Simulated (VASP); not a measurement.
Input:

```
Co5La
1.0
    5.02268     0.00000     0.00000
   -2.51134     4.34977     0.00000
    0.00000     0.00000     3.96039
La Co
1 5
Direct
  0.00000   0.00000   0.00000
  0.33333   0.66667   0.00000
  0.66667   0.33333   0.00000
  0.50000   0.00000   0.50000
  0.50000   0.50000   0.50000
  0.00000   0.50000   0.50000
```

Calculation: LDA (Ceperley-Alder, Perdew-Zunger), VASP's LDA PAW potentials (set 64) (plane waves; VASP). Numerical set-up: 300 eV cut-off, 5×5×6 Γ-centred mesh, Fermi-Dirac smearing of 0.050 eV, potentials La Co.

At this cut-off the stress carries a Pulay error, which pulls relaxed volumes low. The run has a spin-polarised start.

### Question
Give the stress tensor in GPa (positive for a compressed cell).

### Answer

```
-11.97    0.00    0.00
  0.00  -11.97    0.00
  0.00    0.00  -12.60
```
The pressure is its mean diagonal, -12.18 GPa.

The structure comes from a computed database's LaCo5 entry (P6/mmm); how it stands against other phases isn't given here. The cell was not relaxed at this level.
